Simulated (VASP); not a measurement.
Crystal: SnSe2.

```
CELL_PARAMETERS angstrom
3.81100 0.00000 0.00000
-1.90550 3.30042 0.00000
0.00000 0.00000 6.13600
ATOMIC_POSITIONS crystal
Sn 0.00000 0.00000 0.00000
Se 0.33333 0.66667 0.24900
Se 0.66667 0.33333 0.75100
```

```yaml
Program: VASP 6.6.1
Task: relaxation of cell and atoms
Functional: LDA
Potentials_or_basis: VASP PAW LDA potentials, release 64 (Sn_d, Se)
Cutoff: 600 eV
k_mesh: 9 × 9 × 5
Occupations: gaussian, width 0.03 eV
Spin: no spin polarisation
```

At the start: pressure 1.0 GPa; volume 25.73 Å³/atom.

Task: How do energy, volume and symmetry change on relaxing?

Result: Over 16 steps the energy falls by 12.6 meV/atom and the volume is 24.62 Å³/atom (-4.3 %); space group P-3m1 (No. 164, to 0.05 Å).

Step by step:
| step | energy change (eV) | largest force (eV/Å) | pressure (GPa) | volume (Å³) |
| --- | --- | --- | --- | --- |
| 1 | 0.0000 | 0.5067 | 0.99 | 77.18 |
| 2 | -0.0127 | 0.0140 | -1.48 | 78.96 |
| 3 | -0.0151 | 0.1300 | -0.81 | 78.45 |
| 4 | -0.0216 | 0.0895 | -0.36 | 77.45 |
| 5 | -0.0226 | 0.0638 | -0.07 | 76.85 |
| 6 | -0.0249 | 0.0798 | 0.05 | 76.48 |
| 7 | -0.0301 | 0.1280 | 0.42 | 75.36 |
| 8 | -0.0311 | 0.2212 | 1.38 | 73.13 |
| 9 | -0.0324 | 0.1898 | 1.00 | 73.99 |
| 10 | -0.0332 | 0.1749 | 0.91 | 73.97 |
| 11 | -0.0354 | 0.1311 | 0.67 | 73.91 |
| 12 | -0.0375 | 0.0463 | 0.20 | 73.80 |
| 13 | -0.0376 | 0.0234 | 0.08 | 73.76 |
| 14 | -0.0376 | 0.0203 | 0.06 | 73.76 |
| 15 | -0.0377 | 0.0170 | 0.04 | 73.78 |
| 16 | -0.0377 | 0.0076 | -0.02 | 73.86 |

Final structure:
```
Sn Se
1.0
     3.80581    0.00000    0.00000
    -1.90290    3.29593    0.00000
     0.00000    0.00000    5.88789
Sn Se
1 2
Direct
  0.00000 0.00000 0.00000
  0.33333 0.66667 0.26777
  0.66667 0.33333 0.73223
```
